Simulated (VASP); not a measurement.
# Titanium with SCAN: from relaxation to properties, part 2 of 3

What structure and properties does SCAN give Titanium, and how near are they to the measured ones? The start is a cell from a database of measured crystal structures.

VASP 6.6.1; SCAN; plane waves and PAW (Ti_sv).

Still holding for the runs below: The k-mesh is coarse for a metal.

So far. Step 2 (Full relaxation (SCAN)): It ends with forces that vanish by symmetry and a pressure of -0.01 GPa. The volume lies -2.8 % from that of the database's start, which holds the thermal and zero-point expansion of its experiment. The relaxed cell has a = 2.930, c = 4.612 Å (conventional setting).

**3. Second relaxation**

The basis stayed that of the start cell while the cell moved. A rerun from the cell reached resets it; the error of the finite cutoff stays.

Input file INCAR:

```
SYSTEM = Ti
PREC = Accurate
ENCUT = 400
EDIFF = 1E-06
NELM = 100
ISMEAR = 1
SIGMA = 0.2
LREAL = .FALSE.
ALGO = Normal
METAGGA = SCAN
LASPH = .TRUE.
NBANDS = 18
LORBIT = 11
LWAVE = .FALSE.
LCHARG = .FALSE.
KPAR = 2
IBRION = 2
NSW = 60
ISIF = 3
EDIFFG = -0.01
```

Input file POSCAR:

```
Ti
1.0
    2.9300741315      0.0000000000      0.0000000000
   -1.4650370657      2.5375186329      0.0000000000
    0.0000000000      0.0000000000      4.6116757252
Ti
2
Direct
    0.3333333333      0.6666666667      0.2500000000
    0.6666666667      0.3333333333      0.7500000000
```

Input file KPOINTS:

```
Automatic mesh
0
Gamma
9 9 5
0 0 0
```

Potentials, in the order of the species: Ti_sv (PBE family, release 64).

Launch:

```console
> mpirun -np 2 vasp_std
```

The log of the run:

```text
[banner, memory and clock lines left out]
running    2 mpi-ranks, on    1 nodes
 distrk:  each k-point on    1 cores,    2 groups
 distr:  one band on    1 cores,    1 groups

 POSCAR found type information on POSCAR Ti
 POSCAR found :  1 types and       2 ions
 [... a notice as in an earlier step ...]

 LDA part: xc-table for (None), standard interpolation
 POSCAR, INCAR and KPOINTS ok, starting setup
 FFT: planning ... GRIDC
 FFT: planning ... GRID_SOFT
 FFT: planning ... GRID
 WAVECAR not read
 entering main loop
       N       E                     dE             d eps       ncg     rms          rms(c)
DAV:   1     0.229682813120E+03    0.22968E+03   -0.11877E+04  1296   0.146E+03
DAV:   2    -0.811354973192E+01   -0.23780E+03   -0.23495E+03  1326   0.434E+02
DAV:   3    -0.393494260459E+02   -0.31236E+02   -0.30928E+02  2486   0.128E+02
DAV:   4    -0.405474245270E+02   -0.11980E+01   -0.11974E+01  1482   0.267E+01
DAV:   5    -0.406023610051E+02   -0.54936E-01   -0.54926E-01  2054   0.419E+00    0.150E+01
DAV:   6    -0.320569920512E+02    0.85454E+01   -0.15697E+01  1482   0.476E+01    0.286E+00
DAV:   7    -0.320121565075E+02    0.44836E-01   -0.95021E-01  1500   0.786E+00    0.165E+00
DAV:   8    -0.320458636619E+02   -0.33707E-01   -0.87589E-02  1754   0.336E+00    0.347E-01
DAV:   9    -0.320542577299E+02   -0.83941E-02   -0.84175E-03  1790   0.667E-01    0.840E-02
DAV:  10    -0.320553842362E+02   -0.11265E-02   -0.61874E-04  1782   0.225E-01    0.517E-02
DAV:  11    -0.320559103992E+02   -0.52616E-03   -0.19786E-04  1940   0.125E-01    0.178E-02
DAV:  12    -0.320560045334E+02   -0.94134E-04   -0.25509E-05  1546   0.579E-02    0.877E-03
DAV:  13    -0.320561566356E+02   -0.15210E-03   -0.42675E-06  1426   0.210E-02    0.307E-03
DAV:  14    -0.320561642487E+02   -0.76131E-05   -0.51234E-07   742   0.884E-03    0.865E-04
DAV:  15    -0.320561824782E+02   -0.18229E-04   -0.13160E-07   718   0.324E-03    0.723E-05
DAV:  16    -0.320561807988E+02    0.16794E-05   -0.31793E-08   706   0.162E-03    0.952E-05
DAV:  17    -0.320561804656E+02    0.33324E-06   -0.11140E-08   702   0.963E-04
   1 F= -.32056180E+02 E0= -.32058674E+02  d E =-.320562E+02
 curvature:   0.00 expect dE= 0.000E+00 dE for cont linesearch  0.000E+00
 trial: gam= 0.00000 g(F)=  0.271E-46 g(S)=  0.129E-03 ort = 0.000E+00 (trialstep = 0.100E+01)
 search vector abs. value=  0.129E-03
 bond charge predicted
       N       E                     dE             d eps       ncg     rms          rms(c)
DAV:   1    -0.320583826063E+02   -0.22018E-02   -0.59736E-02  1752   0.339E+00    0.391E-01
DAV:   2    -0.320566202129E+02    0.17624E-02   -0.90017E-03  1496   0.111E+00    0.129E-01
DAV:   3    -0.320561588468E+02    0.46137E-03   -0.21543E-03  1886   0.337E-01    0.517E-02
DAV:   4    -0.320561696581E+02   -0.10811E-04   -0.24072E-04  1632   0.137E-01    0.138E-02
DAV:   5    -0.320563709067E+02   -0.20125E-03   -0.12498E-04  1838   0.619E-02    0.227E-02
DAV:   6    -0.320565721901E+02   -0.20128E-03   -0.19737E-05  1690   0.301E-02    0.943E-03
DAV:   7    -0.320566876165E+02   -0.11543E-03   -0.66421E-06  1628   0.213E-02    0.169E-03
DAV:   8    -0.320567269506E+02   -0.39334E-04   -0.19688E-07   678   0.490E-03    0.125E-03
DAV:   9    -0.320567030306E+02    0.23920E-04   -0.11605E-07   678   0.345E-03    0.466E-04
DAV:  10    -0.320567139946E+02   -0.10964E-04   -0.37652E-08   674   0.228E-03    0.499E-04
DAV:  11    -0.320567093968E+02    0.45978E-05   -0.14959E-08   672   0.145E-03    0.429E-05
DAV:  12    -0.320567099439E+02   -0.54713E-06   -0.42417E-09   672   0.676E-04
   2 F= -.32056710E+02 E0= -.32059147E+02  d E =-.529478E-03
[...]
3 F= -.32056701E+02 E0= -.32059139E+02  d E =-.520148E-03
[...]
4 F= -.32056561E+02 E0= -.32059018E+02  d E =-.380240E-03
 curvature:  -0.32 expect dE=-0.500E-05 dE for cont linesearch -0.669E-09
 trial: gam= 0.11514 g(F)=  0.112E-46 g(S)=  0.154E-04 ort = 0.516E-06 (trialstep = 0.930E+00)
 search vector abs. value=  0.172E-04
 bond charge predicted
       N       E                     dE             d eps       ncg     rms          rms(c)
DAV:   1    -0.320566179008E+02   -0.57746E-04   -0.32734E-03  1388   0.817E-01    0.603E-02
DAV:   2    -0.320565313055E+02    0.86595E-04   -0.24257E-04  1424   0.165E-01    0.310E-02
DAV:   3    -0.320565402518E+02   -0.89463E-05   -0.75599E-05  2048   0.862E-02    0.116E-02
DAV:   4    -0.320565399268E+02    0.32492E-06   -0.53777E-06  1356   0.259E-02
   5 F= -.32056540E+02 E0= -.32058958E+02  d E =0.207788E-04
 trial-energy change:    0.000021  1 .order   -0.000008   -0.000014   -0.000002
 step:   1.0879(harm=  1.0879)  dis= 0.00000  next Energy=   -32.056569 (dE=-0.842E-05)
 reached required accuracy - stopping structural energy minimisation
```

Wall time 62 s (2 MPI ranks of AMD EPYC 9R45, shared host); peak memory 0.23 GiB.

From OUTCAR (step 3):

```text
  LATTYP: Found a hexagonal cell.
 ALAT       =     2.9300741315
 C/A-ratio  =     1.5739109382

 Found     36 irreducible k-points:

   dimension x,y,z NGX =    20 NGY =   20 NGZ =   30
   dimension x,y,z NGXF=    40 NGYF=   40 NGZF=   60

   ENCUT  =  400.0 eV  29.40 Ry    5.42 a.u.   4.78  4.78  7.52*2*pi/ulx,y,z

   NELECT =      24.0000    total number of electrons

 E-fermi :   8.5560

 k-point     1 :       0.0000    0.0000    0.0000
  band No.  band energies     occupation
    ...
      6     -25.5367      2.00000
      7     -25.5025      2.00000
      8     -25.5023      2.00000
      9       1.9899      2.00000
     10       5.6562      2.00000
     11       9.2414     -0.00001
     12       9.4208     -0.00000
     13       9.4211     -0.00000
     14       9.5131     -0.00000
     15       9.9560     -0.00000
    ...

 k-point     2 :       0.1111   -0.0000    0.0000
  band No.  band energies     occupation
    ...
      6     -25.5627      2.00000
      7     -25.5495      2.00000
      8     -25.5100      2.00000
      9       2.3465      2.00000
     10       5.9276      2.00000
     11       8.6850      0.12160
     12       8.8965     -0.03688
     13       9.6773     -0.00000
     14       9.7479     -0.00000
     15       9.9232     -0.00000
    ...

  Total       -0.0106156     -0.0106156     -0.0018972     -0.0000000      0.0000000     -0.0000000
  in kB       -0.4967173     -0.4967173     -0.0887717     -0.0000000      0.0000000     -0.0000000
  external PRESSURE =      -0.3607355 kB  Pullay stress =       0.0000000 kB

  energy-cutoff  :      400.00
  volume of cell :       34.24
      direct lattice vectors                 reciprocal lattice vectors
     2.927264000 -0.000000000 -0.000000000     0.341615925  0.197232046 -0.000000000
    -1.463632000  2.535084988  0.000000000     0.000000000  0.394464093  0.000000000
     0.000000000 -0.000000000  4.614129653     0.000000000 -0.000000000  0.216725596

 POSITION                                       TOTAL-FORCE (eV/Angst)
 -----------------------------------------------------------------------------------
     -0.00000      1.69006      1.15353         0.000000     -0.000000      0.000000
      1.46363      0.84503      3.46060        -0.000000      0.000000      0.000000
 -----------------------------------------------------------------------------------
    total drift:                                0.000000     -0.000000      0.000000

  FREE ENERGIE OF THE ION-ELECTRON SYSTEM (eV)
  ---------------------------------------------------
  free  energy   TOTEN  =       -32.0565399268 eV

  energy  without entropy=      -32.0637940094  energy(sigma->0) =      -32.05895795

 total charge
# of ion       s       p       d       tot
------------------------------------------
    1        2.250   6.138   1.846  10.234
    2        2.250   6.138   1.846  10.234
--------------------------------------------------
tot          4.499  12.276   3.693  20.468

[... 4 parts as in an earlier step ...]

[... 7 further parts left out ...]
```

Little changed from the start: no atom moved by 0.005 Å and no cell edge by 0.1 %.

Numbers from this step:

- Fermi energy: 8.556 eV
- pressure: -0.03607 GPa
- SCF cycles over all ionic steps: 51

It ends with forces that vanish by symmetry and a pressure of -0.04 GPa. The volume moved by only 0.14 %, so the volume is settled.

**4. Single point with fields (SCAN)**

A single point on the relaxed cell gives a clean self-consistent state, with density, ELF and potential written out.

Changes to INCAR since step 3:

```diff
@@ -14,7 +14,5 @@
 LWAVE = .FALSE.
-LCHARG = .FALSE.
-KPAR = 2
-IBRION = 2
-NSW = 60
-ISIF = 3
-EDIFFG = -0.01
+LCHARG = .TRUE.
+ISIF = 2
+LELF = .TRUE.
+LVHAR = .TRUE.
```

Input file POSCAR:

```
Ti
1.0
    2.9272640002      0.0000000000      0.0000000000
   -1.4636320000      2.5350849878      0.0000000000
    0.0000000000      0.0000000000      4.6141296527
Ti
2
Direct
    0.3333333333      0.6666666667      0.2500000000
    0.6666666667      0.3333333333      0.7500000000
```

KPOINTS is that of step 3.

Launch:

```console
> mpirun -np 2 vasp_std
```

The log of the run:

```text
[banner, memory and clock lines left out]
running    2 mpi-ranks, on    1 nodes
 distrk:  each k-point on    2 cores,    1 groups
 distr:  one band on    1 cores,    2 groups

 POSCAR found type information on POSCAR Ti
 POSCAR found :  1 types and       2 ions
 [... a notice as in an earlier step ...]

 LDA part: xc-table for (None), standard interpolation
 POSCAR, INCAR and KPOINTS ok, starting setup
 FFT: planning ... GRIDC
 FFT: planning ... GRID_SOFT
 FFT: planning ... GRID
 WAVECAR not read
 entering main loop
       N       E                     dE             d eps       ncg     rms          rms(c)
DAV:   1     0.226996758973E+03    0.22700E+03   -0.11944E+04  1312   0.145E+03
DAV:   2    -0.895383719378E+01   -0.23595E+03   -0.23288E+03  1328   0.431E+02
DAV:   3    -0.393307677890E+02   -0.30377E+02   -0.30121E+02  2476   0.127E+02
DAV:   4    -0.405454193449E+02   -0.12147E+01   -0.12142E+01  1468   0.264E+01
DAV:   5    -0.405987704236E+02   -0.53351E-01   -0.53343E-01  2032   0.410E+00    0.150E+01
DAV:   6    -0.320560720977E+02    0.85427E+01   -0.15666E+01  1482   0.475E+01    0.286E+00
DAV:   7    -0.320116643782E+02    0.44408E-01   -0.94588E-01  1508   0.785E+00    0.165E+00
DAV:   8    -0.320459204020E+02   -0.34256E-01   -0.88053E-02  1738   0.336E+00    0.349E-01
DAV:   9    -0.320543454084E+02   -0.84250E-02   -0.85836E-03  1760   0.673E-01    0.842E-02
DAV:  10    -0.320554582323E+02   -0.11128E-02   -0.64367E-04  1808   0.224E-01    0.529E-02
DAV:  11    -0.320559855813E+02   -0.52735E-03   -0.19678E-04  1924   0.129E-01    0.186E-02
DAV:  12    -0.320560864283E+02   -0.10085E-03   -0.31363E-05  1568   0.632E-02    0.842E-03
DAV:  13    -0.320562320833E+02   -0.14566E-03   -0.43797E-06  1428   0.216E-02    0.284E-03
DAV:  14    -0.320562392174E+02   -0.71341E-05   -0.36009E-07   738   0.734E-03    0.117E-03
DAV:  15    -0.320562540061E+02   -0.14789E-04   -0.10920E-07   718   0.325E-03    0.112E-04
DAV:  16    -0.320562531928E+02    0.81330E-06   -0.25118E-08   714   0.144E-03
   1 F= -.32056253E+02 E0= -.32058671E+02  d E =0.725325E-02
```

Wall time 18 s (2 MPI ranks); peak memory 0.2 GiB.

OUTCAR, selected parts (step 4):

```text
  LATTYP: Found a hexagonal cell.
 ALAT       =     2.9272640002
 C/A-ratio  =     1.5762601707

 Found     36 irreducible k-points:

   ENCUT  =  400.0 eV  29.40 Ry    5.42 a.u.   4.77  4.77  7.52*2*pi/ulx,y,z

   NELECT =      24.0000    total number of electrons

 E-fermi :   8.5558

 k-point     1 :       0.0000    0.0000    0.0000
  band No.  band energies     occupation
    ...
      6     -25.5374      2.00000
      7     -25.5031      2.00000
      8     -25.5029      2.00000
      9       1.9910      2.00000
     10       5.6565      2.00000
     11       9.2415     -0.00001
     12       9.4207     -0.00000
     13       9.4209     -0.00000
     14       9.5128     -0.00000
     15       9.9558     -0.00000
    ...

 k-point     2 :       0.1111    0.0000    0.0000
  band No.  band energies     occupation
    ...
      6     -25.5633      2.00000
      7     -25.5501      2.00000
      8     -25.5106      2.00000
      9       2.3475      2.00000
     10       5.9278      2.00000
     11       8.6850      0.12099
     12       8.8963     -0.03690
     13       9.6771     -0.00000
     14       9.7477     -0.00000
     15       9.9230     -0.00000
    ...

  Total       -0.0007212     -0.0007212     -0.0019036     -0.0000000     -0.0000000      0.0000000
  in kB       -0.0337475     -0.0337475     -0.0890739     -0.0000000     -0.0000000      0.0000000
  external PRESSURE =      -0.0521897 kB  Pullay stress =       0.0000000 kB

  energy-cutoff  :      400.00
  volume of cell :       34.24
      direct lattice vectors                 reciprocal lattice vectors
     2.927264000  0.000000000  0.000000000     0.341615925  0.197232046  0.000000000
    -1.463632000  2.535084988  0.000000000     0.000000000  0.394464093  0.000000000
     0.000000000  0.000000000  4.614129653     0.000000000  0.000000000  0.216725596

 POSITION                                       TOTAL-FORCE (eV/Angst)
 -----------------------------------------------------------------------------------
     -0.00000      1.69006      1.15353        -0.000000     -0.000000      0.000000
      1.46363      0.84503      3.46060         0.000000      0.000000      0.000000
 -----------------------------------------------------------------------------------
    total drift:                               -0.000000      0.000000     -0.000000

  FREE ENERGIE OF THE ION-ELECTRON SYSTEM (eV)
  ---------------------------------------------------
  free  energy   TOTEN  =       -32.0562531928 eV

  energy  without entropy=      -32.0635064428  energy(sigma->0) =      -32.05867094

[... 7 parts as in an earlier step ...]

[... 5 further parts left out ...]
```

Numbers from this step:

| Property | Result |
| --- | --- |
| SCF cycles | 16 |
| pressure | -0.005219 GPa |

Valence electrons inside each PAW sphere by angular momentum. Sphere charges, by row:

| atom | s (e) | p (e) | d (e) | tot (e) |
| --- | --- | --- | --- | --- |
| Ti1 | 2.25 | 6.138 | 1.846 | 10.23 |
| Ti2 | 2.25 | 6.138 | 1.846 | 10.23 |

ELF in the ac plane at fractional y = 0.333, with atoms of Ti within 0.2 Å of it. It is the smooth field of the valence electrons, not physical close to the nuclei.

Ten even steps from '0' (0.11) to '9' (0.98):
```
134431000010000
024420001222100
013310012454210
002200025888520
001100148999841
001100258999852
001100148999841
002200025888520
013310012454210
024420001222100
134431000010000
233332111111111
111111233333332
000000135565531
000000125676520
000000025777520
001100014676410
001100014676410
001100014676410
000000025777520
000000125676520
000000135565531
111111233333332
233332111111111
```
Columns run along a (2.9 Å), rows up along c (4.6 Å). Atoms in or near the plane, at fractional coordinates: Ti at (0.67, 0.75).

Valence density in the ac plane at fractional y = 0.333, with atoms of Ti within 0.2 Å of it. It is the smooth field of the valence electrons, not physical close to the nuclei.

Ten steps, logarithmic in the rise over the least value, from '0' (0 e/Å³) to '9' (15 e/Å³):
```
000000001121100
000000013444310
000000135666531
100001357888753
100001368999863
100001468999864
100001368999863
100001357888753
000000135666531
000000013444310
000000001121100
000000000000000
000000000000000
000000000000000
011100000000000
112211000000000
122221100000001
123321100000001
122221100000001
112211000000000
011100000000000
000000000000000
000000000000000
000000000000000
```
Columns run along a (2.9 Å), rows up along c (4.6 Å). Atoms in or near the plane, at fractional coordinates: Ti at (0.67, 0.75).

Electrostatic potential energy in the ac plane at fractional y = 0.333, with atoms of Ti within 0.2 Å of it. With pseudopotentials it is smooth inside the atoms' cores, unlike the true potential.

Ten even steps from '_' (-60 eV) to '@' (2 eV):
```
@@@@@@@@@@@@@@@@%%%%##%%%%@@@@
@@@@@@@@@@@@@@##**++==++**##@@
@@@@@@@@@@@@##++--::..::--++##
%%@@@@@@@@%%**--..______..--**
%%@@@@@@@@%%++::__________::++
##@@@@@@@@##==::__________::==
%%@@@@@@@@%%++::__________::++
%%@@@@@@@@%%**--..______..--**
@@@@@@@@@@@@##++--::..::--++##
@@@@@@@@@@@@@@##**++==++**##@@
@@@@@@@@@@@@@@@@%%%%##%%%%@@@@
@@@@@@@@@@@@@@@@@@@@@@@@@@@@@@
@@@@@@@@@@@@@@@@@@@@@@@@@@@@@@
@@@@@@@@@@@@@@@@@@@@@@@@@@@@@@
@@%%%%%%%%@@@@@@@@@@@@@@@@@@@@
%%########%%@@@@@@@@@@@@@@@@@@
%%##****##%%@@@@@@@@@@@@@@@@@@
##********##@@@@@@@@@@@@@@@@@@
%%##****##%%@@@@@@@@@@@@@@@@@@
%%########%%@@@@@@@@@@@@@@@@@@
@@%%%%%%%%@@@@@@@@@@@@@@@@@@@@
@@@@@@@@@@@@@@@@@@@@@@@@@@@@@@
@@@@@@@@@@@@@@@@@@@@@@@@@@@@@@
@@@@@@@@@@@@@@@@@@@@@@@@@@@@@@
```
Columns run along a (2.9 Å; values clipped at the 3rd and 97th percentile), rows up along c (4.6 Å). Atoms in or near the plane, at fractional coordinates: Ti at (0.67, 0.75).

In this run the pressure is -0.01 GPa, small enough to go on.

[end of part 2 of 3]

[Lines on the potential files, build, host, timing and source positions are cut from VASP's logs without a mark.]

[Logs are printed without paths, hosts, clocks, repeated set-up lines and the standing remarks that a program may print on its own settings, such as how far it seeks lower states.]

[Hosts, paths, dates, database ids (printed as entryN), source tags and the programs' standing remarks are cut or masked in the printed files.]

[A measured line is paired with the nearest computed mode of its activity, which favours agreement.]
